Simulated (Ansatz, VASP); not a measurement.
## Ge2P: VASP beside Ansatz

```
Ge P
1.0
     0.00000    3.12900    3.12900
     3.12900    0.00000    3.12900
     3.12900    3.12900    0.00000
Ge P
2 1
Direct
  0.75000 0.75000 0.75000
  0.25000 0.25000 0.25000
  0.00000 0.00000 0.00000
```

Change from the starting cell: ordered vacancies on the anion sites of caesium chloride (Fm-3m, No. 225).

Alike in both runs: functional PBE; k mesh 6 × 6 × 6; occupations gaussian, width 0.1 eV; no spin polarisation.

Ansatz relaxed the structure, and its values are those at the end. VASP's run is a single point on that final structure, the one shown.

|  | VASP | Ansatz |
| --- | --- | --- |
| version | VASP 6.6.1 | Ansatz 0.2.0 |
| potentials or method | VASP PAW PBE potentials, release 64 (Ge_d, P) | scalar-relativistic, plane waves, PAW |
| plane-wave cutoff (eV) | 520 | 420 |
| valence electrons in the cell | 33 | 33 |

```csv
,VASP,Ansatz,Ansatz less VASP
gap on the k mesh at the Fermi level (eV),none,none,-
pressure (GPa),0.0,0.0,+0.06
```

A gap of «none» marks a metal or a gap that the smearing closes.
